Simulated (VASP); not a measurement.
Runs of VASP 6.6.1 on OsO. The structure is hexagonal, space group P6/mmm (No. 191). Conventional cell: a = 3.321 Å, b = 3.321 Å, c = 4.659 Å, α = 90.00°, β = 90.00°, γ = 120.00°. Os (site symmetry 6/mmm) has 2 O at 2.33 Å as nearest neighbours. O (site symmetry 6/mmm) is surrounded by 2 Os at 2.33 Å. The cell was built by a generator and needn't be a form met in nature.

```csv
task,level,potentials or basis,cell,k mesh,cutoff (eV),smearing,grid for exact exchange (PRECFOCK),other keys,mesh quality,gap on the mesh (eV),pressure (GPa),relaxed volume (Å³/atom)
single point,PBE,"VASP PAW PBE potentials, release 64 (Os, O)",as given,9 × 9 × 6,520,fermi-dirac 0.05 eV,-,-,not flagged,none,-40.1,-
single point,LDA,"VASP PAW LDA potentials, release 64 (Os_sv_GW, O_GW)",as given,9 × 9 × 6,600,gaussian 0.1 eV,-,-,not flagged,none,-45.9,-
density of states,HSEsol+D4,"VASP PAW PBE potentials, release 64 (Os, O)",as given,5 × 5 × 3,520,tetrahedron,Normal,LASPH = no; ALGO = Normal,coarse,none,-47.6,-
relaxation of cell and atoms,PBE,"VASP PAW PBE potentials, release 64 (Os, O)",relaxed,9 × 9 × 6,600,gaussian 0.05 eV,-,-,not flagged,none,-0.1,(a)
relaxation of cell and atoms,LDA,"VASP PAW LDA potentials, release 64 (Os, O)",relaxed,9 × 9 × 6,600,gaussian 0.05 eV,-,-,not flagged,none,0.1,11.82
```

Alike in all rows: no spin polarisation.

Question: Fill in the values left out.

Answer: (a) 12.48.

Caveats: some runs use coarse meshes; a pressure of tens of GPa on the cell as given is suspect, and the run, the potentials or the cell itself is likely at fault (some runs); the volume moved by over 15 % at a fixed basis, so the end points are rough (some runs); the PAW data sets were made with another functional, which shifts forces and pressure a little (some runs); pairwise dispersion overbinds metals, which lowers pressure and volume (some runs); tetrahedron occupations give inexact forces and stress in metals (some runs).

A k mesh can miss the band edges, and the runs leave out spin-orbit coupling on Os.

A gap of «none» marks a metal or a gap under the smearing width.

The runs don't all hold the same shells in valence.
